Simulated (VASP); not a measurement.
Data:

```xyz
8
Lattice="5.0764 0.0000 0.0000 0.0000 5.0764 0.0000 0.0000 0.0000 5.0764" Properties=species:S:1:pos:R:3 pbc="T T T"
Nb     1.2691     0.0000     2.5382
Nb     2.5382     1.2691     0.0000
Nb     2.5382     3.8073     0.0000
Nb     3.8073     0.0000     2.5382
Nb     0.0000     2.5382     3.8073
Nb     0.0000     2.5382     1.2691
Sn     2.5382     2.5382     2.5382
Sn     0.0000     0.0000     0.0000
```

These are PBE GGA, VASP's PBE PAW potentials (set 64) (plane waves; VASP) values and carry that method's errors. Numerical set-up: 500 eV cut-off, 6×6×6 Γ-centred mesh, first-order Methfessel-Paxton smearing of 0.10 eV, potentials Nb_sv Sn_d.

Unless said otherwise, spin-orbit coupling is left out, though it shifts the bands of the heavy elements here.

Problem. Predict the energy per atom (σ→0), pressure, band gap (on the k-mesh) with the smallest direct gap where there is one.

Solution. 
```json
{
  "band gap (on the k-mesh)": "none (metal, semimetal or under 0.01 eV)",
  "energy per atom (σ→0)": "-8.593 eV/atom",
  "pressure": "29.95 GPa"
}
```

The compound is Nb3Sn in the A15 structure. It was relaxed first under an external pressure of 30 GPa.
